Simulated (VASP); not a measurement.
Input:

```xyz
5
Lattice="4.1598 0.0000 0.0000 0.0000 4.1598 0.0000 0.0000 0.0000 4.1598" Properties=species:S:1:pos:R:3 pbc="T T T"
Ba     0.0000     0.0000     0.0000
Zr     2.0799     2.0799     2.0799
O      2.0799     0.0000     2.0799
O      0.0000     2.0799     2.0799
O      2.0799     2.0799     0.0000
```

Calculation: LDA (Ceperley-Alder, Perdew-Zunger), VASP's LDA PAW potentials (set 64) (plane waves; VASP). Run with 520 eV cut-off, 5×5×5 Γ-centred mesh, Gaussian smearing of 0.010 eV, potentials Ba_sv Zr_sv O.

### Question
Give the electronic dielectric tensor ε∞ (DFPT, local fields included).

### Answer

```
4.96  0.00  0.00
0.00  4.96  0.00
0.00  0.00  4.96
```

### Question
Give the Born effective charges.

### Answer

```tsv
atom	Z*xx	Z*yy	Z*zz	mean
Ba1	2.74	2.74	2.74	2.74
Zr2	6.14	6.14	6.14	6.14
O3	-2.02	-4.83	-2.02	-2.96
O4	-4.83	-2.02	-2.02	-2.96
O5	-2.02	-2.02	-4.83	-2.96
```

### Question
And the static tensor with the ions free?

### Answer

```
57.8  0.00  0.00
0.00  57.8  0.00
0.00  0.00  57.8
```

### Question
Which frequencies do the optical Γ-point modes have (no LO-TO splitting)?

### Answer
104 (×3), 176 (×3), 194 (×3), 522 (×3) cm⁻¹.

The compound is BaZrO3 in the cubic perovskite structure. It was relaxed first.
